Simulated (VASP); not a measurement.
```
BaF2
1.0
    0.00000     3.09478     3.09478
    3.09478     0.00000     3.09478
    3.09478     3.09478     0.00000
Ba F
1 2
Direct
  0.00000   0.00000   0.00000
  0.25000   0.25000   0.25000
  0.75000   0.75000   0.75000
```

The numbers are results of PBE GGA with D4 dispersion, VASP's PBE PAW potentials (set 64) (plane waves; VASP), not measurements. Numerical set-up: 520 eV cut-off, 6×6×6 Γ-centred mesh, Gaussian smearing of 0.050 eV, potentials Ba_sv F.

Question: What does the run give for the energy per atom (σ→0), pressure?

Answer: 
The energy per atom (σ→0) is -5.819 eV/atom. The pressure comes out as 1.72 GPa.

Total energies compare only between runs with the same potentials, cut-off and functional.

The compound is BaF2 in the fluorite structure. This cell is one point of a volume scan, at 0.97 of the reference volume.
